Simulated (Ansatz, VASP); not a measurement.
**Ba2MgH6: VASP beside Ansatz**

Aim: how closely do two programs agree when they are given the same cell, functional and k mesh? The cell is taken from a series of runs on this material, whose earlier steps may have relaxed, scaled, displaced or heated it; both programs get it as it stands.

Main program and level: Ansatz 0.2.0; plane waves, with VASP 6.6.1 beside it; G0W0 gap at LDA.

## 1. The structure

It takes space group P-3m1 (No. 164, trigonal). Conventional cell: a = 5.718 Å, b = 5.718 Å, c = 4.538 Å, α = 90.00°, β = 90.00°, γ = 120.00°. Ba has 12 H at 2.75 to 2.87 Å nearest. Mg has 6 H at 1.97 Å nearest. H has 1 Mg at 1.97 Å and 4 H at 2.65 to 2.80 Å and 4 Ba at 2.75 to 2.87 Å nearest. Farther neighbours are not listed.

Coordinates:

```xyz
9
Lattice="5.7178 0.0000 0.0000 -2.8589 4.9518 0.0000 0.0000 0.0000 4.5383" Properties=species:S:1:pos:R:3 pbc="T T T"
Ba    2.8589    1.6506    1.2119
Ba    0.0000    3.3012    3.3264
Mg    0.0000    0.0000    0.0000
H     2.8589    3.2646    3.5187
H     4.2566    0.8436    3.5187
H     1.4612    0.8436    3.5187
H     0.0000    1.6872    1.0196
H    -1.3977    4.1082    1.0196
H     1.3977    4.1082    1.0196
```

## 2. VASP: G0W0 gap, LDA

Quasiparticle shifts depend on high empty states and on the cores, so they are the hardest test of two PAW sets.

Lines of VASP's logs that name or quote its potential files are left out, and so is its time.

The run reads the wave functions of an earlier VASP run, which isn't shown here.

INCAR

```
SYSTEM = Ba2MgH6
PREC = Accurate
ENCUT = 460
ISMEAR = 0
SIGMA = 0.01
LREAL = .FALSE.
GGA = CA
NBANDS = 103
ALGO = EVGW0
NELMGW = 1
ENCUTGW = 114.29
NOMEGA = 64
PRECFOCK = Fast
NBANDSGW = 26
LWAVE = .FALSE.
LCHARG = .FALSE.
```

POSCAR

```
Ba2MgH6
1.0
    5.7178188869      0.0000000000      0.0000000000
   -2.8589094435      4.9517764103      0.0000000000
    0.0000000000      0.0000000000      4.5383100900
Ba Mg H
2 1 6
Direct
    0.6666666667      0.3333333333      0.2670382600
    0.3333333333      0.6666666667      0.7329617400
    0.0000000000      0.0000000000      0.0000000000
    0.8296344000      0.6592688000      0.7753267100
    0.8296344000      0.1703656000      0.7753267100
    0.3407312000      0.1703656000      0.7753267100
    0.1703656000      0.3407312000      0.2246732900
    0.1703656000      0.8296344000      0.2246732900
    0.6592688000      0.8296344000      0.2246732900
```

KPOINTS

```
Automatic mesh
0
Gamma
3 3 2
0 0 0
```

PAW data sets: Ba_sv_GW, Mg_sv_GW and H_GW (LDA family, release 64).

On the command line:

```bash
$ export OMP_NUM_THREADS=3
$ mpirun -np 1 vasp_std
```

Numbers of over 12 decimals in the logs are rounded to 6 here.

Output:

```text
[banner, memory and clock lines left out]
running    1 mpi-ranks, on    1 nodes
 distrk:  each k-point on    1 cores,    1 groups
 distr:  one band on    1 cores,    1 groups
 Offloading initialized ...    1 GPUs detected
 POSCAR found type information on POSCAR BaMgH
 POSCAR found :  3 types and       9 ions
|                                                                             |
|           W    W    AA    RRRRR   N    N  II  N    N   GGGG   !!!           |
|           W    W   A  A   R    R  NN   N  II  NN   N  G    G  !!!           |
|           W    W  A    A  R    R  N N  N  II  N N  N  G       !!!           |
|           W WW W  AAAAAA  RRRRR   N  N N  II  N  N N  G  GGG   !            |
|           WW  WW  A    A  R   R   N   NN  II  N   NN  G    G                |
|           W    W  A    A  R    R  N    N  II  N    N   GGGG   !!!           |
|                                                                             |
|     The default for ENCUTGWSOFT is different in this version of VASP.       |
|     please manually set ENCUTGWSOFT =114.29 in the INCAR file.              |
|                                                                             |

 LDA part: xc-table for (Slater(with rela. corr.)+CA(PZ))
 , standard interpolation
 found WAVECAR, reading the header
 POSCAR, INCAR and KPOINTS ok, starting setup
 FFT: planning ... GRIDC
 FFT: planning ... GRID_SOFT
 FFT: planning ... GRID
 reading WAVECAR
 the WAVECAR file was read successfully
 initial charge from wavefunction
 available memory per node:   1644.88 GB, setting MAXMEM to   1684354

 The Fermi energy was updated, please check that it is located mid-gap
 values below the HOMO (VB) or above the LUMO (CB) will cause erroneous energies
 E-fermi :   3.5313

 calculate exact exchange contribution
 the WAVEDER file was read successfully
energies w=
    0.000    0.000    1.146    0.000    2.289    0.000    3.428    0.000
    4.559    0.000    5.682    0.000    6.794    0.000    7.893    0.000
    8.980    0.000   10.053    0.000   11.111    0.000   12.155    0.000
   13.186    0.000   14.203    0.000   15.207    0.000   16.199    0.000
   17.181    0.000   18.153    0.000   19.118    0.000   20.076    0.000
   21.029    0.000   21.980    0.000   22.930    0.000   23.880    0.000
   24.834    0.000   25.793    0.000   26.760    0.000   27.737    0.000
   28.727    0.000   29.732    0.000   30.756    0.000   31.802    0.000
   32.874    0.000   33.975    0.000   35.110    0.000   36.284    0.000
   37.502    0.000   38.769    0.000   40.094    0.000   41.483    0.000
   42.945    0.000   44.490    0.000   46.130    0.000   47.878    0.000
   49.750    0.000   51.765    0.000   53.944    0.000   56.314    0.000
   58.907    0.000   61.762    0.000   64.925    0.000   68.457    0.000
   72.431    0.000   76.943    0.000   82.116    0.000   88.112    0.000
   95.150    0.000  103.530    0.000  113.678    0.000  126.219    0.000
  142.104    0.000  162.858    0.000  191.093    0.000  231.683    0.000
 responsefunction array rank=     358
 LDA part: xc-table for (Slater(with rela. corr.)+CA(PZ))
 , standard interpolation

 min. memory requirement per mpi rank    490.2 MB, per node    490.2 MB

 allocating  64 responsefunctions rank=   358
 shmem allocating  64 responsefunctions rank=   358
 response function shared by NCSHMEM nodes    1
 Doing            64  frequencies on each core in blocks of            64
NQ=   1    0.0000    0.0000    0.0000,
|.........|.........|.........|.........|.........|.........|.........|.........
 performed         87000 updates of chi_q(r,r)
 total number of BLAS operations         87.93 Gflops
NQ=   2    0.3333    0.0000    0.0000,
|.........|.........|.........|.........|.........|.........|.........|.........
 performed        238000 updates of chi_q(r,r)
 total number of BLAS operations        233.02 Gflops
NQ=   3    0.3333    0.3333    0.0000,
|.........|.........|.........|.........|.........|.........|.........|.........
 performed        346000 updates of chi_q(r,r)
 total number of BLAS operations        343.78 Gflops
NQ=   4    0.0000    0.0000    0.5000,
|.........|.........|.........|.........|.........|.........|.........|.........
 performed        433000 updates of chi_q(r,r)
 total number of BLAS operations        426.35 Gflops
NQ=   5    0.3333    0.0000    0.5000,
|.........|.........|.........|.........|.........|.........|.........|.........
 performed        584000 updates of chi_q(r,r)
 total number of BLAS operations        581.67 Gflops
NQ=   6    0.3333    0.3333    0.5000,
|.........|.........|.........|.........|.........|.........|.........|.........
 performed        692000 updates of chi_q(r,r)
 total number of BLAS operations        690.59 Gflops
 resolving degeneracies of screened two electron integrals

 calculate QP shifts <psi_nk| G(iteration)W_0 |psi_nk>: iteration 1
 entering main loop
```

From OUTCAR (step 2):

```text
ion  position               nearest neighbor table
   1  0.667  0.333  0.267-
   2  0.333  0.667  0.733-
   3  0.000  0.000  0.000-
   4  0.830  0.659  0.775-
   5  0.830  0.170  0.775-
   6  0.341  0.170  0.775-
   7  0.170  0.341  0.225-
   8  0.170  0.830  0.225-
   9  0.659  0.830  0.225-

  LATTYP: Found a hexagonal cell.
 ALAT       =     5.7178188869
 C/A-ratio  =     0.7937135086

 Subroutine GETGRP returns: Found 12 space group operations
 (whereof 12 operations were pure point group operations)

The static configuration has the point symmetry D_3d.

 Found      6 irreducible k-points:

   k-points           NKPTS =      6   k-points in BZ     NKDIM =     18   number of bands    NBANDS=    103

   dimension x,y,z NGX =    40 NGY =   40 NGZ =   32
   dimension x,y,z NGXF=    80 NGYF=   80 NGZF=   64

   ENCUT  =  460.0 eV  33.81 Ry    5.81 a.u.  10.00 10.00  7.94*2*pi/ulx,y,z

   NELECT =      36.0000    total number of electrons

  energy-cutoff  :      460.00
  volume of cell :      128.49
      direct lattice vectors                 reciprocal lattice vectors
     5.717818887  0.000000000  0.000000000     0.174891863  0.100973864 -0.000000000
    -2.858909443  4.951776410  0.000000000     0.000000000  0.201947729  0.000000000
     0.000000000  0.000000000  4.538310090     0.000000000 -0.000000000  0.220346336

 k-points in reciprocal lattice and weights: Automatic mesh
   0.00000000  0.00000000  0.00000000       0.056
   0.33333333  0.00000000  0.00000000       0.333
   0.33333333  0.33333333  0.00000000       0.111
   0.00000000  0.00000000  0.50000000       0.056
   0.33333333  0.00000000  0.50000000       0.333
   0.33333333  0.33333333  0.50000000       0.111

 E-fermi :   3.5313

 QP shifts <psi_nk| G(iteration)W_0 |psi_nk>: iteration 1
 for sc-GW calculations column KS-energies equals QP-energies in previous step
 and V_xc(KS)=  KS-energies - (<T + V_ion + V_H > + <T+V_H+V_ion>^1  + <V_x>^1)
 k-point   1 :       0.0000    0.0000    0.0000
  band No.  KS-energies  QP-energies   sigma(KS)   V_xc(KS)     V^pw_x(r,r')   Z            occupation Imag(sigma)
    ...
     15       0.1121      -0.6372     -11.6763     -10.6711     -14.4312       0.7455       2.0000       0.3801
     16       0.1121      -0.6372     -11.6763     -10.6711     -14.4312       0.7455       2.0000       0.3801
     17       2.1490       1.5138     -11.8055     -10.9716     -13.9881       0.7616       2.0000       0.2607
     18       2.1490       1.5138     -11.8055     -10.9716     -13.9881       0.7616       2.0000       0.2607
     19       4.8199       5.9593      -7.7081      -9.1218      -4.5422       0.8059       0.0000      -0.2300
     20       5.9641       7.3598      -8.0422      -9.8112      -4.3299       0.7890       0.0000      -0.3130
     21       5.9641       7.3598      -8.0422      -9.8112      -4.3299       0.7890       0.0000      -0.3130
     22       7.4400       9.0308      -8.1426     -10.1557      -4.3841       0.7902       0.0000      -0.3357
    ...

 k-point   2 :       0.3333    0.0000    0.0000
  band No.  KS-energies  QP-energies   sigma(KS)   V_xc(KS)     V^pw_x(r,r')   Z            occupation Imag(sigma)
    ...
     15       0.1936      -0.5102     -11.2352     -10.2975     -13.8900       0.7506       2.0000       0.3728
     16       0.6149      -0.1094     -11.8991     -10.9368     -14.5061       0.7527       2.0000       0.3381
     17       1.7428       1.0824     -11.6403     -10.7693     -13.8953       0.7582       2.0000       0.2814
     18       2.2427       1.5921     -11.8592     -11.0060     -14.0175       0.7625       2.0000       0.2548
     19       5.4729       6.7166      -7.7889      -9.3525      -4.3364       0.7954       0.0000      -0.2746
     20       5.6110       6.9339      -8.0102      -9.6843      -4.4278       0.7902       0.0000      -0.2932
     21       5.9840       7.2589      -8.0744      -9.6769      -4.6824       0.7955       0.0000      -0.2708
     22       6.2425       7.5667      -8.2183      -9.8924      -4.7682       0.7910       0.0000      -0.2853
    ...

 k-point   3 :       0.3333    0.3333    0.0000
  band No.  KS-energies  QP-energies   sigma(KS)   V_xc(KS)     V^pw_x(r,r')   Z            occupation Imag(sigma)
    ...
     15      -0.3420      -1.0753     -11.5969     -10.6137     -14.4861       0.7458       2.0000       0.4158
     16       1.3081       0.6581     -11.4835     -10.6251     -13.7640       0.7571       2.0000       0.2931
     17       1.3081       0.6581     -11.4835     -10.6251     -13.7640       0.7571       2.0000       0.2931
     18       2.0284       1.3241     -11.9181     -10.9883     -14.2032       0.7574       2.0000       0.2735
     19       4.8838       6.0854      -7.6810      -9.1893      -4.2767       0.7967       0.0000      -0.2623
     20       5.9406       7.2082      -8.3224      -9.9203      -4.9760       0.7933       0.0000      -0.2755
     21       6.1458       7.4986      -8.0540      -9.7607      -4.5308       0.7926       0.0000      -0.2875
     22       6.1458       7.4986      -8.0540      -9.7607      -4.5308       0.7926       0.0000      -0.2875
    ...

 k-point   4 :       0.0000    0.0000    0.5000
  band No.  KS-energies  QP-energies   sigma(KS)   V_xc(KS)     V^pw_x(r,r')   Z            occupation Imag(sigma)
    ...
     15       0.1406      -0.5686     -11.4897     -10.5397     -14.1417       0.7465       2.0000       0.3719
     16       0.1406      -0.5686     -11.4897     -10.5397     -14.1417       0.7465       2.0000       0.3719
     17       0.7126       0.0380     -11.1260     -10.2303     -13.5126       0.7531       2.0000       0.3262
     18       0.7126       0.0380     -11.1260     -10.2303     -13.5126       0.7531       2.0000       0.3262
     19       6.9210       8.3368      -8.1540      -9.9407      -4.6591       0.7924       0.0000      -0.2783
     20       7.1756       8.4423      -7.3097      -8.9042      -3.7922       0.7944       0.0000      -0.2830
     21       7.5345       8.8994      -8.1688      -9.8972      -4.5225       0.7897       0.0000      -0.3407
     22       7.5345       8.8994      -8.1688      -9.8972      -4.5225       0.7897       0.0000      -0.3407
    ...

[... 2 further parts left out ...]
```

[end of part 1 of 2]

[Lines on the potential files, build, host, timing and source positions are cut from VASP's logs without a mark.]

[Logs are printed without paths, hosts, clocks, repeated set-up lines and the standing remarks that a program may print on its own settings, such as how far it seeks lower states.]

[Hosts, paths, dates, database ids (printed as entryN), source tags and the programs' standing remarks are cut or masked in the printed files.]
